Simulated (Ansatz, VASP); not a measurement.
# Cross-check of AlCdBS4 between VASP and Ansatz, part 2 of 2

Wanted: the spread between two codes on one cell, functional and k mesh. The cell is generated by rule, not measured, and may not be a known phase. The cell is taken from a series of runs on this material, whose earlier steps may have relaxed, scaled, displaced or heated it; both programs get it as it stands.

VASP 6.6.1 and Ansatz 0.2.0.

So far: Starting point; VASP: relaxation of cell and atoms, PBEsol, pair 1.

The structure was built from a prototype and need not be the compound's stable phase.

## (3) Ansatz: relaxation of cell and atoms, PBEsol, pair 1

Level of this step: Ansatz beside VASP: Kohn-Sham DFT, plane waves, PBEsol (Ansatz).

Ansatz runs on its default PAW (the set named soft_2) files.

The same cell, functional, mesh and smearing now go to Ansatz, which takes its cutoff from its data sets.

input.yaml reads:

```yaml
crystal:
  lattice:
    - [-2.7888167334, 2.7888167334, 4.5102426947]
    - [2.7888167334, -2.7888167334, 4.5102426947]
    - [2.7888167334, 2.7888167334, -4.5102426947]
  atoms:
    - { symbol: B, position: [0.75, 0.25, 0.5] }
    - { symbol: Al, position: [0.0, 0.0, 0.0] }
    - { symbol: Cd, position: [0.5, 0.5, 0.0] }
    - { symbol: S, position: [0.414775668, 0.3396776838, 0.4627282233] }
    - { symbol: S, position: [0.6603223162, 0.1230505395, 1.0750979842] }
    - { symbol: S, position: [0.8769494605, 0.9520474447, 0.5372717767] }
    - { symbol: S, position: [0.0479525553, 0.585224332, -0.0750979842] }
kpoints:
  mp_grid: { grid: [6, 6, 6] }
hamiltonian:
  xc: pbesol
scf:
  occupations: { method: gaussian, width: 0.02 }
output:
  forces: true
  stress: true
  eigenvalues: true
  write_density: true
  write_potential: true
  elf: true
  volumetric_format: npy
relax:
  adjacent_minimum: "off"
  f_tol: 0.005
  max_steps: 80
  cell: { stress_tol: 0.05 }
```

Run with:

```
$ ansatz run input.yaml --threads 8 --pin off --max-ram 14336MiB --backend cpu --events-out ev --progress --plain --runs-dir out
```

Numbers of over 12 decimals in the logs are rounded to 6 here.

Output:

```text
Engine: ansatz 0.2.0, x86_64-unknown-linux-gnu
Pseudopotentials: kind: paw
Pseudopotential: B, paw, valence charge 3, recommended cutoff 420 eV (normal), B.paw.azcp
Pseudopotential: Al, paw, valence charge 3, recommended cutoff 420 eV (normal), Al.paw.azcp
Pseudopotential: Cd, paw, valence charge 20, recommended cutoff 420 eV (normal), Cd.paw.azcp
Pseudopotential: S, paw, valence charge 6, recommended cutoff 420 eV (normal), S.paw.azcp
Functional definition: PBEsol
  exchange = pbesol_x
  correlation = pbesol_c
Crystal: 7 atoms, lattice volume = 140.314 Å³
Basis set: ecut = 420 eV, 2711 PW (Γ), exchange–correlation on 90×90×90 points (8 copies of the dense FFT grid, shifted against one another)
Bands: 32, of which v1, the nominal top of the filled ones, is band 25 counted from 1 (24 counted from 0)
Symmetry: 4 space group operations
Space group: I-4 (ITA 82), of the structure as read, at distance tolerance 5.2e-5 Å
k-points: 36 of 216 (time reversal used)
Non-local potential: B, projectors of the file, l = 0: 2, l = 1: 2, l = 2: 1
Non-local potential: Al, projectors of the file, l = 0: 2, l = 1: 2, l = 2: 1
Non-local potential: Cd, projectors of the file, l = 0: 3, l = 1: 2, l = 2: 2, l = 3: 1
Non-local potential: S, projectors of the file, l = 0: 2, l = 1: 2, l = 2: 2
PAW form: soft (Blöchl's): semilocal exchange-correlation on the pseudo side does not see the compensation charge
PAW frozen core: B, regenerated for the run's functional, and the local potential with it (the file was generated under x = pbe(κ = 0.804, μ = 0.219515), c = pbe(β = 0.066725))
PAW frozen core: Al, regenerated for the run's functional, and the local potential with it (the file was generated under x = pbe(κ = 0.804, μ = 0.219515), c = pbe(β = 0.066725))
PAW frozen core: Cd, regenerated for the run's functional, and the local potential with it (the file was generated under x = pbe(κ = 0.804, μ = 0.219515), c = pbe(β = 0.066725))
PAW frozen core: S, regenerated for the run's functional, and the local potential with it (the file was generated under x = pbe(κ = 0.804, μ = 0.219515), c = pbe(β = 0.066725))
PAW one-centre angular grid: B, 110 points (default); XC on 64 Gauss nodes
PAW one-centre angular grid: Al, 110 points (default); XC on 64 Gauss nodes
PAW one-centre angular grid: Cd, 590 points (default); XC on 64 Gauss nodes
PAW one-centre angular grid: S, 110 points (default); XC on 64 Gauss nodes
Initial density: superposition of atomic densities (neutral atoms: chi_scale 0, normalization atom), corrected by the library's trained network
Initial wavefunctions: pseudopotential atomic-orbital guess
Functional: x = pbesol(κ = 0.804, μ = 0.123457), c = pbesol(β = 0.046)
SCF iter   1: F=—  HF=-12405.856949 eV  |F-HF|=—  |Δ(HF+E_count)|=         —  Δρ=4.23e-3  dr2=3.12e-2  ethr=1.77e-3  ⟨swp⟩=7.2  Hψ=5472  notcnv=0  defer=1
preconditioner: auto → Resta (q_TF=auto, 2.297 Å⁻¹)  ε∞=4.7  [insulator: Δε(μ)=2.758 eV  Ē_g=10.634 eV  σ=0.020 eV  W_gap=1.00  n_scr=26 (ndim 8)  ℏωp=20.3 eV  f_vac=0.035  D(μ)=0.00/eV (n_scr^D=0)  ε∞_Penn≈4.7]
SCF iter   2: F=—  HF=-12405.850540 eV  |F-HF|=—  |Δ(HF+E_count)|=   6.41e-3  Δρ=1.86e-3  dr2=6.55e-3  ethr=6.25e-5  ⟨swp⟩=3.0  Hψ=2385  notcnv=0  defer=56
SCF iter   3: F=—  HF=-12405.849464 eV  |F-HF|=—  |Δ(HF+E_count)|=   1.08e-3  Δρ=4.31e-4  dr2=3.26e-4  ethr=1.31e-5  ⟨swp⟩=2.0  Hψ=1688  notcnv=0  defer=56
SCF iter   4: F=—  HF=-12405.849515 eV  |F-HF|=—  |Δ(HF+E_count)|=   5.01e-5  Δρ=1.71e-4  dr2=4.68e-5  ethr=6.52e-7  ⟨swp⟩=3.0  Hψ=2293  notcnv=0  defer=56
SCF iter   5: F=—  HF=-12405.849626 eV  |F-HF|=—  |Δ(HF+E_count)|=   1.12e-4  Δρ=4.60e-5  dr2=3.51e-6  ethr=9.36e-8  ⟨swp⟩=2.0  Hψ=1705  notcnv=0  defer=56
SCF iter   6: F=—  HF=-12405.849631 eV  |F-HF|=—  |Δ(HF+E_count)|=   4.68e-6  Δρ=1.30e-5  dr2=3.81e-7  ethr=7.02e-9  ⟨swp⟩=2.0  Hψ=1676  notcnv=0  defer=56
SCF iter   7: F=-12405.849631 eV  HF=-12405.849631 eV  |F-HF|=2.62e-8  |Δ(HF+E_count)|=   3.24e-7  Δρ=4.39e-6  dr2=4.18e-8  ethr=2.00e-10  ⟨swp⟩=14.3  Hψ=8343  notcnv=0
SCF 1 converged in 7 iterations: F = -12405.849631 eV  dr2 = 4.18e-8
  greatest PAW one-centre occupation: 1.000 electrons in one spin orbital (limit 2), on the Cd atom at site 2 (counted from 0), in its partial waves of l = 0
relax step   1: F+E_penalty+E_count = -12405.84963144 eV  Δ(F+E_penalty+E_count) = +0.000e0 eV  max|allowed force component| = 3.596e-2 eV/Å  Δτ_max = 0.0000 Å  P = +0.035 GPa  Ω = 140.314 Å³  (7 SCF iters, dr2 threshold 1.00e-7 eV, accepted)
[...]
relax step   2: F+E_penalty+E_count = -12405.85006049 eV  Δ(F+E_penalty+E_count) = -4.290e-4 eV  max|allowed force component| = 5.698e-3 eV/Å  Δτ_max = 0.0036 Å  P = +0.042 GPa  Ω = 140.282 Å³  energy of the carried Pulay correction = +6.334e-6 eV  (4 SCF iters, dr2 threshold 8.08e-8 eV, accepted)
[...]
relax step   3: F+E_penalty+E_count = -12405.85011024 eV  Δ(F+E_penalty+E_count) = -4.975e-5 eV  max|allowed force component| = 1.597e-3 eV/Å  Δτ_max = 0.0004 Å  P = +0.009 GPa  Ω = 140.320 Å³  energy of the carried Pulay correction = -1.355e-6 eV  (5 SCF iters, dr2 threshold 1.18e-8 eV, accepted)
[...]
relax step   4: F+E_penalty+E_count = -12405.85010667 eV  Δ(F+E_penalty+E_count) = +3.563e-6 eV  max|allowed force component| = 1.598e-3 eV/Å  Δτ_max = 0.0000 Å  P = +0.009 GPa  Ω = 140.320 Å³  stress off target by 1.94e-2 GPa  SCF on the basis re-selected at this cell (its energy is not comparable with the rows above)  (4 SCF iters)
basis re-selected at this cell: Δ(F+E_penalty+E_count) = +3.563e-6 eV, ΔP = +0.000 GPa vs the last step (what re-selecting the basis moved, of the pressure what is left beyond the Pulay correction that the steps carried, after the strain that the cell walked since its last selection, with what the two solves' SCF thresholds leave and, on support functions, any second-order correction that the steps lacked; it is no m [...]
SCF converged after 4 iterations
Free energy (F): -12405.850107 eV
Harris-Foulkes:  -12405.850107 eV  (|F-HF|=2.36e-11)
Internal energy: -12405.850107 eV  (E = F + TS)
E sigma→0 (E₀):  -12405.850107 eV
Fermi energy:    6.666483 eV
--- Per-component energies (eV) ---
  E_band       = -547.103691
  E_kinetic    = 1004.516371
  E_local      = -5136.908417  (includes V_loc(G=0)·N_el)
  E_nonlocal   = 172.675366
  E_hartree    = 2308.266896
  E_xc         = -631.429430
  E_vxc        = -637.936712  (∫ρ·V_xc dr)
  E_paw        = -6880.967798  (= ΣΔE_a)
  E_vpaw       = -565.984160  (= ΣTr[D̂ρ^β])
  E_aug_tail   = 0.000014  (compensation charges beyond the density's cutoff)
  E_ewald      = -3242.626715
  E_core_change = 0.623607  (= ΣΔE_core)
  E_smearing   = -0.000000  (= −TS)
  E_closure    = 0.000000  (closes the sum)
  Σ components = -12405.850107   (vs F -12405.850107, Δ=0.00e0)
--- Forces (eV/Å), atoms counted from 1 ---
  atom   1  B      0.00000000    -0.00000000     0.00000000
  atom   2  Al     0.00000000    -0.00000000     0.00000000
  atom   3  Cd    -0.00000000     0.00000000     0.00000000
  atom   4  S     -0.00142984    -0.00158638     0.00159807
  atom   5  S     -0.00158638     0.00142984    -0.00159807
  atom   6  S      0.00142984     0.00158638     0.00159807
  atom   7  S      0.00158638    -0.00142984    -0.00159807
  max |Σ_I F_I| component: 6.94e-17 eV/Å
--- Stress (GPa, compression-positive) ---
        0.019390      -0.000017      -0.000000
        0.000017       0.019390      -0.000000
       -0.000000      -0.000000      -0.012435
  P = ⅓ Tr σ = 0.0088 GPa (0.088 kbar)
--- Band table (eV; the first three rows and the last of 36) ---
  k-point 0: bands = [... 21 lower, 3.8883, 4.9540, 4.9540, 5.1912, 8.0629, 8.6264, 10.2253, 10.7651, ... 3 higher]
  k-point 1: bands = [... 21 lower, 4.1858, 4.3820, 4.8015, 4.9520, 8.6578, 9.1574, 10.4313, 10.6341, ... 3 higher]
  k-point 2: bands = [... 21 lower, 4.2801, 4.3201, 4.6614, 4.9466, 9.0809, 9.5543, 10.1031, 10.3614, ... 3 higher]
  k-point 35: bands = [... 21 lower, 3.7576, 4.1430, 4.8828, 4.8828, 8.8860, 9.2768, 9.2768, 9.3946, ... 3 higher]
--- Relaxed structure (3 steps of the walk, 3 accepted, 1 SCFs on fresh bases) ---
  F+E_penalty+E_count = -12405.85010667 eV   max|allowed force component| = 1.598e-3 eV/Å   (the final SCF, on the basis selected at the relaxed cell)
  cell:  # Å, volume = 140.3203 Å³
    - [-2.792551, 2.792551, 4.498404]
    - [2.792551, -2.792551, 4.498404]
    - [2.792551, 2.792551, -4.498404]
  atoms:
    - { symbol: B, position: [0.75, 0.250000, 0.5] }
    - { symbol: Al, position: [0, 0, 0] }
    - { symbol: Cd, position: [0.5, 0.5, 0] }
    - { symbol: S, position: [0.414881, 0.339655, 0.463443] }
    - { symbol: S, position: [0.660345, 0.123788, 1.075225] }
    - { symbol: S, position: [0.876212, 0.951437, 0.536557] }
    - { symbol: S, position: [0.048563, 0.585119, -0.075225] }
```

The column dr2 measures how far the density is from self-consistency, as an energy; F and HF (Harris–Foulkes) agree once it is small.

## (4) Side by side

Known differences besides the potentials themselves: the data sets hold 50 valence electrons in Ansatz (on its default PAW (the set named soft_2) files) and 42 in VASP; the cutoff is 420 eV in Ansatz and 500 eV in VASP; Ansatz makes its cores anew for this functional, VASP keeps those of its PBE data sets; Ansatz adds a Pulay correction to the stress that steers its cell, VASP none. Total energies have different zeros and are not compared.

Compared:

| quantity | Ansatz | VASP | difference |
| --- | --- | --- | --- |
| volume (Å³) | 140.32 | 140.48 | -0.11 % |
| edge a after relaxation, in the typed setting (Å) | 5.986 | 5.989 | -0.06 % |

## (5) Ansatz: relaxation of cell and atoms, PBEsol, pair 2

The relaxed volume is the usual yardstick between codes: in a stiff, nearly cubic crystal its relative difference is about their pressure difference at one cell divided by the bulk modulus.

The cell is taken from a series of runs on this material, whose earlier steps may have relaxed, scaled, displaced or heated it; both programs get it as it stands.

input.yaml reads:

```yaml
crystal:
  lattice:
    - [-2.7925505263, 2.7925505263, 4.498404163]
    - [2.7925505263, -2.7925505263, 4.498404163]
    - [2.7925505263, 2.7925505263, -4.498404163]
  atoms:
    - { symbol: B, position: [0.75, 0.25, 0.5] }
    - { symbol: Al, position: [0.0, 0.0, 0.0] }
    - { symbol: Cd, position: [0.5, 0.5, 0.0] }
    - { symbol: S, position: [0.4148805173, 0.3396554447, 0.4634433403] }
    - { symbol: S, position: [0.6603445553, 0.1237878956, 1.0752250725] }
    - { symbol: S, position: [0.8762121044, 0.951437177, 0.5365566597] }
    - { symbol: S, position: [0.048562823, 0.5851194827, -0.0752250725] }
kpoints:
  mp_grid: { grid: [8, 8, 8] }
hamiltonian:
  xc: pbesol
scf:
  occupations: { method: fixed }
output:
  forces: true
  stress: true
  eigenvalues: true
  write_density: true
  write_potential: true
  elf: true
  volumetric_format: npy
relax:
  adjacent_minimum: "off"
  f_tol: 0.001
  max_steps: 60
  cell: { stress_tol: 0.01 }
```

Output:

```text
[...]
Crystal: 7 atoms, lattice volume = 140.320 Å³
Basis set: ecut = 420 eV, 2711 PW (Γ), exchange–correlation on 90×90×90 points (8 copies of the dense FFT grid, shifted against one another)
Bands: 32, of which v1, the nominal top of the filled ones, is band 25 counted from 1 (24 counted from 0)
Symmetry: 4 space group operations
[...]
k-points: 78 of 512 (time reversal used)
[...]
- [2.793938, -2.793938, 4.494268]
    - [2.793938, 2.793938, -4.494268]
  atoms:
    - { symbol: B, position: [0.75, 0.250000, 0.500000] }
    - { symbol: Al, position: [0, 0, 0] }
    - { symbol: Cd, position: [0.500000, 0.500000, 0] }
    - { symbol: S, position: [0.414911, 0.339595, 0.463392] }
    - { symbol: S, position: [0.660405, 0.123797, 1.075315] }
    - { symbol: S, position: [0.876203, 0.951518, 0.536608] }
    - { symbol: S, position: [0.048482, 0.585089, -0.075315] }
[key lines of the parts left out:]
SCF converged after 4 iterations
Free energy (F): -12405.850151 eV
Fermi energy:    5.268428 eV
P = ⅓ Tr σ = 0.0002 GPa (0.002 kbar)
```

## (6) VASP: relaxation of cell and atoms, PBEsol, pair 2

The same cell, functional and mesh now go to VASP, with its own data sets.

INCAR reads:

```
SYSTEM = AlCdBS4
PREC = Accurate
ENCUT = 500
EDIFF = 1E-07
NELM = 120
ISMEAR = 0
SIGMA = 0.01
LREAL = .FALSE.
ALGO = Normal
GGA = PS
NBANDS = 28
LORBIT = 11
LWAVE = .FALSE.
LCHARG = .FALSE.
ISIF = 3
IBRION = 2
NSW = 80
EDIFFG = -0.005
LASPH = .TRUE.
GGA_COMPAT = .FALSE.
NELMIN = 4
EFERMI = MIDGAP
KPAR = 2
```

POSCAR reads:

```
AlCdBS4
1.0
   -2.7925510000      2.7925510000      4.4984040000
    2.7925510000     -2.7925510000      4.4984040000
    2.7925510000      2.7925510000     -4.4984040000
B Al Cd S
1 1 1 4
Direct
    0.7500000000      0.2500000000      0.5000000000
    0.0000000000      0.0000000000      0.0000000000
    0.5000000000      0.5000000000      0.0000000000
    0.4148804908      0.3396553651      0.4634432818
    0.6603444558      0.1237879167      0.0752249467
    0.8762120833      0.9514370300      0.5365565392
    0.0485629700      0.5851195092      0.9247750533
```

KPOINTS reads:

```
Automatic mesh
0
Gamma
8 8 8
0 0 0
```

The projector-augmented-wave data sets are B, Al, Cd and S (PBE family, release 64).

Run with:

```
$ mpirun -np 2 vasp_std
```

Output:

```text
[banner, memory and clock lines left out]
running    2 mpi-ranks, on    1 nodes
[...]
[... a notice as in an earlier step ...]

 LDA part: xc-table for (Slater+PW92), standard interpolation
 POSCAR, INCAR and KPOINTS ok, starting setup
[...]
entering main loop
       N       E                     dE             d eps       ncg     rms          rms(c)
DAV:   1     0.231930131107E+03    0.23193E+03   -0.18251E+04  4376   0.126E+03
DAV:   2    -0.188139208889E+02   -0.25074E+03   -0.24344E+03  5296   0.271E+02
DAV:   3    -0.359309630381E+02   -0.17117E+02   -0.17017E+02  5216   0.716E+01
DAV:   4    -0.362392020601E+02   -0.30824E+00   -0.30762E+00  5860   0.101E+01
[...]
DAV:  15    -0.348225918033E+02   -0.82088E-06   -0.24415E-06  5200   0.968E-03    0.364E-03
DAV:  16    -0.348225914987E+02    0.30465E-06   -0.71139E-07  5500   0.973E-03    0.944E-04
DAV:  17    -0.348225914753E+02    0.23426E-07   -0.57220E-08  2940   0.159E-03
   1 F= -.34822591E+02 E0= -.34822591E+02  d E =-.348226E+02
[... from here on, the cycles between the ionic steps are left out ...]
   2 F= -.34822940E+02 E0= -.34822940E+02  d E =-.348890E-03
   3 F= -.34822966E+02 E0= -.34822966E+02  d E =-.374247E-03
   4 F= -.34823021E+02 E0= -.34823021E+02  d E =-.550095E-04
   5 F= -.34823027E+02 E0= -.34823027E+02  d E =-.614023E-04
   6 F= -.34823032E+02 E0= -.34823032E+02  d E =-.454906E-05
 trial-energy change:   -0.000005  1 .order   -0.000005   -0.000008   -0.000002
 step:   1.3705(harm=  1.3705)  dis= 0.00037  next Energy=   -34.823032 (dE=-0.525E-05)
 reached required accuracy - stopping structural energy minimisation
```

OUTCAR, selected parts (step 6):

```text
  Total        0.0007547      0.0007547     -0.0083942     -0.0000001     -0.0000000     -0.0000000
  in kB        0.0086046      0.0086046     -0.0957084     -0.0000014     -0.0000000     -0.0000000
  external PRESSURE =      -0.0261664 kB  Pullay stress =       0.0000000 kB

 POSITION                                       TOTAL-FORCE (eV/Angst)
 -----------------------------------------------------------------------------------
     -0.00000      2.79397      2.25013        -0.000000     -0.000000      0.000000
      2.79397     -2.79397      4.50027        -0.000000      0.000000      0.000000
      0.00000      0.00000      4.50027        -0.000000     -0.000000      0.000000
      1.08169      1.50306      1.31214         0.001379     -0.001073      0.000760
     -1.29090      1.71228      3.18812        -0.001073     -0.001379     -0.000760
      1.71228      1.29090      5.81241        -0.001379      0.001073      0.000760
      4.08487      1.08169     -1.31214         0.001073      0.001379     -0.000760
 -----------------------------------------------------------------------------------
    total drift:                                0.000528     -0.000039      0.000098

  FREE ENERGIE OF THE ION-ELECTRON SYSTEM (eV)
  ---------------------------------------------------
  free  energy   TOTEN  =       -34.8230316738 eV

  energy  without entropy=      -34.8230316738  energy(sigma->0) =      -34.82303167

[... 1 part as in an earlier step ...]

[... 3 further parts left out ...]
[key lines of the parts left out:]
E-fermi :   3.9870
```

## (7) Side by side

What differs besides the data sets and the points named for the pairs above, as far as they apply: fixed occupations in Ansatz, narrow Gaussian smearing in VASP; the data sets hold 50 valence electrons in Ansatz (on its default PAW (the set named soft_2) files) and 42 in VASP. Total energies have different zeros and are not compared.

Both answers:

| quantity | Ansatz | VASP | difference |
| --- | --- | --- | --- |
| volume (Å³) | 140.33 | 140.52 | -0.14 % |
| edge a after relaxation, in the typed setting (Å) | 5.984 | 5.989 | -0.08 % |

## (8) Summary of results

- difference in volume (relaxation of cell and atoms, PBEsol, pair 1): -0.11 %
- difference in volume (relaxation of cell and atoms, PBEsol, pair 2): -0.14 %

What this shows: The difference in volume is -0.14 % (relaxation of cell and atoms, PBEsol, pair 2), within the 1.2 % picked in this series as the mark of a large difference, as far as the stopping tolerances let one tell. The data sets hold unlike numbers of valence electrons (50 in Ansatz and 42 in VASP), so part of the differences comes from the potentials. 1 further run of this series is not shown here. How closely two codes agree says nothing of how well the functional describes the real material.

[Lines on the potential files, build, host, timing and source positions are cut from VASP's logs without a mark.]

[Logs are printed without paths, hosts, clocks, repeated set-up lines and the standing remarks that a program may print on its own settings, such as how far it seeks lower states.]

[Hosts, paths, dates, database ids (printed as entryN), source tags and the programs' standing remarks are cut or masked in the printed files.]
